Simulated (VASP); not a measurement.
# Cu31W (a cell with a defect) in VASP: settings compared

Aim: see how the results for Cu31W (a cell with a defect) move with the level of theory and the settings. Levels: PBEsol, PBE. Tasks: relaxation of the atoms.

Program: VASP 6.6.1. These are calculated values, not measurements. Logs are shortened: lines on timing, memory, paths and dates and some standing lists are left out, and cuts for length are marked.

## Step 1: The crystal as given

The cell holds a defect, 32 atoms: a = 7.270 Å, b = 7.270 Å, c = 7.270 Å, α = 90.00°, β = 90.00°, γ = 90.00°.

The cell was built by a generator and needn't be a form met in nature.

## Step 2: Relaxation of the atoms, PBEsol

Input file INCAR:

```
SYSTEM = Cu31W
PREC     = Accurate       ! precision mode
ENCUT    = 350            ! plane-wave cutoff, eV
EDIFF    = 1E-6           ! SCF threshold, eV
ISMEAR   = -1             ! smearing method
SIGMA    = 0.05           ! smearing width, eV
LREAL    = .FALSE.        ! projectors in reciprocal space
LASPH    = .TRUE.         ! aspherical terms in the spheres
NELM     = 80             ! most SCF steps
ALGO     = Normal         ! electronic algorithm
ISIF     = 2              ! what is computed and relaxed
LWAVE    = .FALSE.        ! write WAVECAR
LCHARG   = .FALSE.        ! write CHGCAR
GGA      = PS             ! functional
IBRION   = 2              ! ionic algorithm
NSW      = 60             ! ionic steps
EDIFFG   = -0.01          ! ionic threshold
```

Input file KPOINTS:

```
regular mesh
0
G
  5 5 5
  0 0 0
```

Input file POSCAR:

```
Cu31W
1.0
    7.2700000000      0.0000000000      0.0000000000
    0.0000000000      7.2700000000      0.0000000000
    0.0000000000      0.0000000000      7.2700000000
W Cu
1 31
Direct
    0.0000000000      0.0000000000      0.0000000000
    0.0000000000      0.0000000000      0.5000000000
    0.0000000000      0.5000000000      0.0000000000
    0.0000000000      0.5000000000      0.5000000000
    0.5000000000      0.0000000000      0.0000000000
    0.5000000000      0.0000000000      0.5000000000
    0.5000000000      0.5000000000      0.0000000000
    0.5000000000      0.5000000000      0.5000000000
    0.0000000000      0.2500000000      0.2500000000
    0.0000000000      0.2500000000      0.7500000000
    0.0000000000      0.7500000000      0.2500000000
    0.0000000000      0.7500000000      0.7500000000
    0.5000000000      0.2500000000      0.2500000000
    0.5000000000      0.2500000000      0.7500000000
    0.5000000000      0.7500000000      0.2500000000
    0.5000000000      0.7500000000      0.7500000000
    0.2500000000      0.0000000000      0.2500000000
    0.2500000000      0.0000000000      0.7500000000
    0.2500000000      0.5000000000      0.2500000000
    0.2500000000      0.5000000000      0.7500000000
    0.7500000000      0.0000000000      0.2500000000
    0.7500000000      0.0000000000      0.7500000000
    0.7500000000      0.5000000000      0.2500000000
    0.7500000000      0.5000000000      0.7500000000
    0.2500000000      0.2500000000      0.0000000000
    0.2500000000      0.2500000000      0.5000000000
    0.2500000000      0.7500000000      0.0000000000
    0.2500000000      0.7500000000      0.5000000000
    0.7500000000      0.2500000000      0.0000000000
    0.7500000000      0.2500000000      0.5000000000
    0.7500000000      0.7500000000      0.0000000000
    0.7500000000      0.7500000000      0.5000000000
```

Potentials or basis: VASP PAW PBE potentials, release 64 (W_sv, Cu).

Command:

```bash
cat potpaw_PBE.64/W_sv/POTCAR potpaw_PBE.64/Cu/POTCAR > POTCAR
mpirun -np 1 vasp_std > vasp.out
```

OUTCAR:

```text
SYSTEM = Cu31W
   PREC = Accurate
   ENCUT = 350
   EDIFF = 1E-6
   ISMEAR = -1
   LREAL = .FALSE.
   LASPH = .TRUE.
   NELM = 80
   ISIF = 2
   GGA = PS
   IBRION = 2
   NSW = 60
   EDIFFG = -0.01

 ion  position               nearest neighbor table
   1  0.000  0.000  0.000-   9 2.57  10 2.57  11 2.57  12 2.57  17 2.57  18 2.57  21 2.57  22 2.57
                            25 2.57  27 2.57  29 2.57  31 2.57
   2  0.000  0.000  0.500-   9 2.57  10 2.57  11 2.57  12 2.57  17 2.57  18 2.57  21 2.57  22 2.57
                            26 2.57  28 2.57  30 2.57  32 2.57
   3  0.000  0.500  0.000-   9 2.57  10 2.57  11 2.57  12 2.57  19 2.57  20 2.57  23 2.57  24 2.57
                            25 2.57  27 2.57  29 2.57  31 2.57
   4  0.000  0.500  0.500-   9 2.57  10 2.57  11 2.57  12 2.57  19 2.57  20 2.57  23 2.57  24 2.57
                            26 2.57  28 2.57  30 2.57  32 2.57
   5  0.500  0.000  0.000-  13 2.57  14 2.57  15 2.57  16 2.57  17 2.57  18 2.57  21 2.57  22 2.57
                            25 2.57  27 2.57  29 2.57  31 2.57
   6  0.500  0.000  0.500-  13 2.57  14 2.57  15 2.57  16 2.57  17 2.57  18 2.57  21 2.57  22 2.57
                            26 2.57  28 2.57  30 2.57  32 2.57
   7  0.500  0.500  0.000-  13 2.57  14 2.57  15 2.57  16 2.57  19 2.57  20 2.57  23 2.57  24 2.57
                            25 2.57  27 2.57  29 2.57  31 2.57
   8  0.500  0.500  0.500-  13 2.57  14 2.57  15 2.57  16 2.57  19 2.57  20 2.57  23 2.57  24 2.57
                            26 2.57  28 2.57  30 2.57  32 2.57
   9  0.000  0.250  0.250-   1 2.57   2 2.57   3 2.57   4 2.57  17 2.57  19 2.57  21 2.57  23 2.57
[... 33 lines left out ...]
  26  0.250  0.250  0.500-   2 2.57   4 2.57   6 2.57   8 2.57   9 2.57  10 2.57  13 2.57  14 2.57
                            17 2.57  18 2.57  19 2.57  20 2.57
  27  0.250  0.750  0.000-   1 2.57   3 2.57   5 2.57   7 2.57  11 2.57  12 2.57  15 2.57  16 2.57
                            17 2.57  18 2.57  19 2.57  20 2.57
  28  0.250  0.750  0.500-   2 2.57   4 2.57   6 2.57   8 2.57  11 2.57  12 2.57  15 2.57  16 2.57
                            17 2.57  18 2.57  19 2.57  20 2.57
  29  0.750  0.250  0.000-   1 2.57   3 2.57   5 2.57   7 2.57   9 2.57  10 2.57  13 2.57  14 2.57
                            21 2.57  22 2.57  23 2.57  24 2.57
  30  0.750  0.250  0.500-   2 2.57   4 2.57   6 2.57   8 2.57   9 2.57  10 2.57  13 2.57  14 2.57
                            21 2.57  22 2.57  23 2.57  24 2.57
  31  0.750  0.750  0.000-   1 2.57   3 2.57   5 2.57   7 2.57  11 2.57  12 2.57  15 2.57  16 2.57
                            21 2.57  22 2.57  23 2.57  24 2.57
  32  0.750  0.750  0.500-   2 2.57   4 2.57   6 2.57   8 2.57  11 2.57  12 2.57  15 2.57  16 2.57
                            21 2.57  22 2.57  23 2.57  24 2.57

  LATTYP: Found a simple cubic cell.
 ALAT       =     7.2700000000

  Lattice vectors:

 A1 = (   7.2700000000,   0.0000000000,   0.0000000000)
 A2 = (   0.0000000000,   7.2700000000,   0.0000000000)
 A3 = (   0.0000000000,   0.0000000000,   7.2700000000)

Analysis of symmetry for initial positions (statically):
=====================================================================
 Subroutine PRICEL returns:
 Original cell was already a primitive cell.

 Routine SETGRP: Setting up the symmetry group for a
 simple cubic supercell.

 Subroutine GETGRP returns: Found 48 space group operations
 (whereof 48 operations were pure point group operations)
 out of a pool of 48 trial point group operations.

The static configuration has the point symmetry O_h .

Analysis of symmetry for dynamics (positions and initial velocities):
=====================================================================
 Subroutine PRICEL returns:
 Original cell was already a primitive cell.

 Routine SETGRP: Setting up the symmetry group for a
 simple cubic supercell.

 Subroutine GETGRP returns: Found 48 space group operations
 (whereof 48 operations were pure point group operations)
 out of a pool of 48 trial point group operations.

The dynamic configuration has the point symmetry O_h .

 Subroutine INISYM returns: Found 48 space group operations
 (whereof 48 operations are pure point group operations),
 and found     1 'primitive' translations

----------------------------------------------------------------------------------------

                                     Primitive cell

  volume of cell :     384.2406

  direct lattice vectors                    reciprocal lattice vectors
     7.270000000  0.000000000  0.000000000     0.137551582  0.000000000  0.000000000
     0.000000000  7.270000000  0.000000000     0.000000000  0.137551582  0.000000000
     0.000000000  0.000000000  7.270000000     0.000000000  0.000000000  0.137551582
[... 80 lines left out ...]

 Generating k-lattice:

  Cartesian coordinates                     Fractional coordinates (reciprocal lattice)
[... 34 lines left out ...]
   NGXF,Y,Z  is equivalent  to a cutoff of  21.95, 21.95, 21.95 a.u.
 SYSTEM =  Cu31W
   PREC   = accura    normal or accurate (medium, high low for compatibility)
   ISTART =      0    job   : 0-new  1-cont  2-samecut
   ICHARG =      2    charge: 1-file 2-atom 10-const
   ISPIN  =      1    spin polarized calculation?
   LNONCOLLINEAR =      F non collinear calculations
   LSORBIT =      F    spin-orbit coupling
   LASPH  =      T    aspherical Exc in radial PAW
   ENCUT  =  350.0 eV  25.72 Ry    5.07 a.u.  11.09 11.09 11.09*2*pi/ulx,y,z
   NELM   =     80;   NELMIN=  2; NELMDL= -5     # of ELM steps
   EDIFF  = 0.1E-05   stopping-criterion for ELM
   LREAL  =      F    real-space projection
   EDIFFG = -.1E-01   stopping-criterion for IOM
   NSW    =     60    number of steps for IOM
   IBRION =      2    ionic relax: 0-MD 1-quasi-New 2-CG
   NFREE  =      1    steps in history (QN), initial steepest desc. (CG)
   ISIF   =      2    stress and relaxation
   ISYM   =      2    0-nonsym 1-usesym 2-fastsym
   POTIM  = 0.5000    time-step for ionic-motion
   TEBEG  =    0.0;   TEEND  =   0.0 temperature during run
   PSTRESS=    0.0 pullay stress
   NELECT =     355.0000    total number of electrons
   NUPDOWN=      -1.0000    fix difference up-down
   EMIN   =  10.00;   EMAX   =-10.00  energy-range for DOS
   EFERMI =   0.00;   METHOD = LEGACY
   ISMEAR =    -1;   SIGMA  =   0.05  broadening in eV -4-tet -1-fermi 0-gaus
   EFERMI_NEDOS =   21; number of points for ismear=-14 and -15
   IALGO  =     38    algorithm
   IMIX   =      4    mixing-type and parameters
     AMIX     =   0.40;   BMIX     =  1.00
     AMIX_MAG =   1.60;   BMIX_MAG =  1.00
  volume/ion in A,a.u.               =      12.01        81.03
  Fermi-wavevector in a.u.,A,eV,Ry     =   1.594471  3.013113 34.590591  2.542337
  Thomas-Fermi vector in A             =   2.692540
   LORBIT       =      0    0 simple, 1 ext, 2 COOP (PROOUT), +10 PAW based schemes
   GGA     = PS    functional components
   LHFCALC =     F    Hartree Fock is set to
   AEXX    =    0.0000 exact exchange contribution
   IVDW    =     0    specifies the selected vdW correction
   LEPSILON=     F    determine dielectric tensor
   LRPA    =     F    only Hartree local field effects (RPA)
 conjugate gradient relaxation of ions
 non-spin polarized calculation
  energy-cutoff  :      350.00
  volume of cell :      384.24
 maximum number of plane-waves:      5750
 NGX is ok and might be reduce to    48
   NGX = 23   NGY = 23   NGZ = 23

--------------------------------------- Ionic step        1  -------------------------------------------

 number of electron     355.0000007 magnetization

 Free energy of the ion-electron system (eV)
  ---------------------------------------------------
  ext. energy  EPLUGINS =         0.00000000
  ---------------------------------------------------
  free energy    TOTEN  =      -145.26259758 eV

  energy without entropy =     -145.14632575  energy(sigma->0) =     -145.20446167

------------------------ aborting loop because EDIFF is reached ----------------------------------------

  FORCE on cell =-STRESS in cart. coord.  units (eV):
  Direction    XX          YY          ZZ          XY          YZ          ZX
  --------------------------------------------------------------------------------------
  -------------------------------------------------------------------------------------
  Total      -14.4696066    -14.4696066    -14.4696066      0.0000000      0.0000000     -0.0000000
  in kB      -60.3342716    -60.3342716    -60.3342716      0.0000000      0.0000000     -0.0000000
  external PRESSURE =     -60.3342716 kB  Pullay stress =       0.0000000 kB
[... 383 lines left out ...]
--------------------------------------- Ionic step        7  -------------------------------------------

 number of electron     355.0000113 magnetization

 Free energy of the ion-electron system (eV)
  ---------------------------------------------------
  ext. energy  EPLUGINS =         0.00000000
  ---------------------------------------------------
  free energy    TOTEN  =      -145.30169477 eV

  energy without entropy =     -145.18428186  energy(sigma->0) =     -145.24298831

 E-fermi :   7.4648     XC(G=0): -12.9139

 val. band max:        7.4419830780   @ k =   0.4000   0.4000   0.0000
 cond. band min:       7.4657407726   @ k =   0.4000   0.4000   0.0000
 fundamental gap:      0.0237576946
 Fermi energy:         7.4647878526

 k-point     1 :       0.0000    0.0000    0.0000
  band No.  band energies     occupation
      1     -66.6158      2.00000
      2     -30.8233      2.00000
      3     -30.8233      2.00000
      4     -30.8233      2.00000
      5      -1.8742      2.00000
      6       0.8407      2.00000
[... 1909 lines left out ...]
    188       9.1868      0.00000
    189       9.2671      0.00000
 [bands above 189 left out]

------------------------ aborting loop because EDIFF is reached ----------------------------------------

  FORCE on cell =-STRESS in cart. coord.  units (eV):
  Direction    XX          YY          ZZ          XY          YZ          ZX
  --------------------------------------------------------------------------------------
  -------------------------------------------------------------------------------------
  Total      -14.9202039    -14.9202039    -14.9202039      0.0000000      0.0000000     -0.0000000
  in kB      -62.2131380    -62.2131380    -62.2131380      0.0000000      0.0000000     -0.0000000
  external PRESSURE =     -62.2131380 kB  Pullay stress =       0.0000000 kB
[... 47 lines left out ...]
  FREE ENERGIE OF THE ION-ELECTRON SYSTEM (eV)
  ---------------------------------------------------
  free  energy   TOTEN  =      -145.3016947660 eV

  energy  without entropy=     -145.1842818639  energy(sigma->0) =     -145.24298831

 reached required accuracy - stopping structural energy minimisation
```

It took 53 min on 1 thread of AMD EPYC 9R45 (Zen 5), shared host; peak memory 0.51 GiB.

Results:

- Free energy: -145.3017 eV
- Energy gained by relaxing: 1.2 meV/atom
- Ionic steps: 7
- Pressure after relaxing: -6.2 GPa
- Band gap on the k mesh: none (metal or under the smearing width)

Forces in eV/Å, atoms in the order of the input:
```
W    0.000  0.000  0.000
Cu   0.000  0.000  0.000
Cu   0.000  0.000  0.000
Cu   0.000  0.000  0.000
Cu   0.000  0.000  0.000
Cu   0.000  0.000  0.000
Cu   0.000  0.000  0.000
Cu   0.000  0.000  0.000
Cu   0.000  0.002  0.002
Cu   0.000  0.002 -0.002
Cu   0.000 -0.002  0.002
Cu   0.000 -0.002 -0.002
Cu   0.000  0.000  0.000
Cu   0.000  0.000  0.000
Cu   0.000  0.000  0.000
Cu   0.000  0.000  0.000
Cu   0.002  0.000  0.002
Cu   0.002  0.000 -0.002
Cu   0.000  0.000  0.000
Cu   0.000  0.000  0.000
Cu  -0.002  0.000  0.002
Cu  -0.002  0.000 -0.002
Cu   0.000  0.000  0.000
Cu   0.000  0.000  0.000
Cu   0.002  0.002  0.000
Cu   0.000  0.000  0.000
Cu   0.002 -0.002  0.000
Cu   0.000  0.000  0.000
Cu  -0.002  0.002  0.000
Cu   0.000  0.000  0.000
Cu  -0.002 -0.002  0.000
Cu   0.000  0.000  0.000
```

Step by step:
```tsv
step	energy change (eV)	largest force (eV/Å)	pressure (GPa)
1	0.0000	0.2526	-6.03
2	-0.0283	0.1219	-6.05
3	-0.0378	0.0419	-6.18
4	-0.0378	0.0421	-6.21
5	-0.0388	0.0226	-6.24
6	-0.0386	0.0254	-6.27
7	-0.0391	0.0022	-6.22
```

Final structure:
```
W Cu
1.0
     7.27000    0.00000    0.00000
     0.00000    7.27000    0.00000
     0.00000    0.00000    7.27000
W Cu
1 31
Direct
  0.00000 0.00000 0.00000
  0.00000 0.00000 0.50000
  0.00000 0.50000 0.00000
  0.00000 0.50000 0.50000
  0.50000 0.00000 0.00000
  0.50000 0.00000 0.50000
  0.50000 0.50000 0.00000
  0.50000 0.50000 0.50000
  0.00000 0.25237 0.25237
  0.00000 0.25237 0.74763
  0.00000 0.74763 0.25237
  0.00000 0.74763 0.74763
  0.50000 0.25090 0.25090
  0.50000 0.25090 0.74910
  0.50000 0.74910 0.25090
  0.50000 0.74910 0.74910
  0.25237 0.00000 0.25237
  0.25237 0.00000 0.74763
  0.25090 0.50000 0.25090
  0.25090 0.50000 0.74910
  0.74763 0.00000 0.25237
  0.74763 0.00000 0.74763
  0.74910 0.50000 0.25090
  0.74910 0.50000 0.74910
  0.25237 0.25237 0.00000
  0.25090 0.25090 0.50000
  0.25237 0.74763 0.00000
  0.25090 0.74910 0.50000
  0.74763 0.25237 0.00000
  0.74910 0.25090 0.50000
  0.74763 0.74763 0.00000
  0.74910 0.74910 0.50000
```

Caveat: the cutoff is under 1.25 times the usual one of these potentials, so pressure, stress and relaxed cells hold a basis-set (Pulay) error; the PAW data sets were made with another functional, which shifts forces and pressure a little.

## Step 3: Relaxation of the atoms, PBE

Input file INCAR:

```
  PREC = Accurate
  ENCUT = 350
  EDIFF = 1E-7
  ISMEAR = -1
  SIGMA = 0.05
  LREAL = False
  LASPH = True
  NELM = 100
  ALGO = Normal
  ISIF = 2
  LWAVE = False
  LCHARG = False
  GGA = PE
  IBRION = 2
  NSW = 60
  EDIFFG = -0.01
```

Input file KPOINTS:

```
regular mesh
0
Gamma
  5 5 5
```

POSCAR is that of step 2.

Potentials or basis: VASP PAW PBE potentials, release 64 (W_sv, Cu).

Command:

```bash
cat potpaw_PBE.64/W_sv/POTCAR potpaw_PBE.64/Cu/POTCAR > POTCAR
mpirun -np 1 vasp_std > vasp.out
```

It took 51 min on 1 thread of Intel Xeon Platinum 8488C (Sapphire Rapids), shared host; peak memory 0.54 GiB.

The run converged. Its results:

| Property | Result |
| --- | --- |
| Free energy | -126.7346 eV |
| Energy gained by relaxing | 1.6 meV/atom |
| Ionic steps | 6 |
| Pressure after relaxing | 1.8 GPa |
| Largest force after relaxing | 0.004 eV/Å |
| Band gap on the k mesh | none (metal or under the smearing width) |

Forces in eV/Å, atoms in the order of the input:
```
W    0.000  0.000  0.000
Cu   0.000  0.000  0.000
Cu   0.000  0.000  0.000
Cu   0.000  0.000  0.000
Cu   0.000  0.000  0.000
Cu   0.000  0.000  0.000
Cu   0.000  0.000  0.000
Cu   0.000  0.000  0.000
Cu   0.000  0.003  0.003
Cu   0.000  0.003 -0.003
Cu   0.000 -0.003  0.003
Cu   0.000 -0.003 -0.003
Cu   0.000  0.000  0.000
Cu   0.000  0.000  0.000
Cu   0.000  0.000  0.000
Cu   0.000  0.000  0.000
Cu   0.003  0.000  0.003
Cu   0.003  0.000 -0.003
Cu   0.000  0.000  0.000
Cu   0.000  0.000  0.000
Cu  -0.003  0.000  0.003
Cu  -0.003  0.000 -0.003
Cu   0.000  0.000  0.000
Cu   0.000  0.000  0.000
Cu   0.003  0.003  0.000
Cu   0.000  0.000  0.000
Cu   0.003 -0.003  0.000
Cu   0.000  0.000  0.000
Cu  -0.003  0.003  0.000
Cu   0.000  0.000  0.000
Cu  -0.003 -0.003  0.000
Cu   0.000  0.000  0.000
```

The path:
| step | energy change (eV) | largest force (eV/Å) | pressure (GPa) |
| --- | --- | --- | --- |
| 1 | 0.0000 | 0.3013 | 2.16 |
| 2 | -0.0387 | 0.1325 | 1.96 |
| 3 | -0.0490 | 0.0490 | 1.87 |
| 4 | -0.0490 | 0.0488 | 1.85 |
| 5 | -0.0502 | 0.0240 | 1.85 |
| 6 | -0.0506 | 0.0043 | 1.85 |

Final structure:
```cif
data_structure
_symmetry_space_group_name_H-M 'P 1'
_symmetry_Int_Tables_number 1
_cell_length_a 7.2700
_cell_length_b 7.2700
_cell_length_c 7.2700
_cell_angle_alpha 90.000
_cell_angle_beta 90.000
_cell_angle_gamma 90.000
_cell_volume 384.24
loop_
_atom_site_label
_atom_site_type_symbol
_atom_site_fract_x
_atom_site_fract_y
_atom_site_fract_z
_atom_site_occupancy
W1 W 0.00000 0.00000 0.00000 1
Cu1 Cu 0.00000 0.00000 0.50000 1
Cu2 Cu 0.00000 0.50000 0.00000 1
Cu3 Cu 0.00000 0.50000 0.50000 1
Cu4 Cu 0.50000 0.00000 0.00000 1
Cu5 Cu 0.50000 0.00000 0.50000 1
Cu6 Cu 0.50000 0.50000 0.00000 1
Cu7 Cu 0.50000 0.50000 0.50000 1
Cu8 Cu 0.00000 0.25259 0.25259 1
Cu9 Cu 0.00000 0.25259 0.74741 1
Cu10 Cu 0.00000 0.74741 0.25259 1
Cu11 Cu 0.00000 0.74741 0.74741 1
Cu12 Cu 0.50000 0.25088 0.25088 1
Cu13 Cu 0.50000 0.25088 0.74912 1
Cu14 Cu 0.50000 0.74912 0.25088 1
Cu15 Cu 0.50000 0.74912 0.74912 1
Cu16 Cu 0.25259 0.00000 0.25259 1
Cu17 Cu 0.25259 0.00000 0.74741 1
Cu18 Cu 0.25088 0.50000 0.25088 1
Cu19 Cu 0.25088 0.50000 0.74912 1
Cu20 Cu 0.74741 0.00000 0.25259 1
Cu21 Cu 0.74741 0.00000 0.74741 1
Cu22 Cu 0.74912 0.50000 0.25088 1
Cu23 Cu 0.74912 0.50000 0.74912 1
Cu24 Cu 0.25259 0.25259 0.00000 1
Cu25 Cu 0.25088 0.25088 0.50000 1
Cu26 Cu 0.25259 0.74741 0.00000 1
Cu27 Cu 0.25088 0.74912 0.50000 1
Cu28 Cu 0.74741 0.25259 0.00000 1
Cu29 Cu 0.74912 0.25088 0.50000 1
Cu30 Cu 0.74741 0.74741 0.00000 1
Cu31 Cu 0.74912 0.74912 0.50000 1
```

Levels at points of the mesh, in eV from the Fermi level:
```csv
k point,band 174,band 175,band 176,band 177,band 178,band 179,band 180,band 181,band 182,band 183
"(0.00, 0.00, 0.00)",-0.83,-0.83,-0.37,-0.37,-0.37,-0.32,-0.32,-0.32,-0.26,1.01
```

Caveat: the cutoff is under 1.25 times the usual one of these potentials, so pressure, stress and relaxed cells hold a basis-set (Pulay) error.
